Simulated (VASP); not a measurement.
A cell of Hf (hcp) near equilibrium:

```
Hf
1.0
    1.60046    -2.77208     0.00000
    1.60046     2.77208     0.00000
    0.00000     0.00000     5.05871
Hf
2
Cartesian
  1.60046   0.92403   1.26468
  1.60046  -0.92403   3.79404
```

Level of theory: PBE GGA, VASP's PBE PAW potentials (set 64) (plane waves; VASP).

```tsv
run	ΔE (meV/atom)	σxx	σyy	σzz	largest shear component, with its sign (GPa)	largest force (eV/Å)
as it is	0.0	-0.03	-0.03	0.10	0.00	0.000
after one change	120.2	16.07	16.07	16.83	0.00	0.000
```
Stress is in GPa, positive when the cell is compressed.

Task: Which change was made?
(A) biaxial strain of +4.0 % in the xz plane
(B) isotropic strain of -4.0 %
(C) uniaxial strain of -4.0 % along y with the ions relaxed
(D) uniaxial strain of -3.0 % along y

Result: B, isotropic strain of -4.0 %

The compound is Hf in the hcp structure.
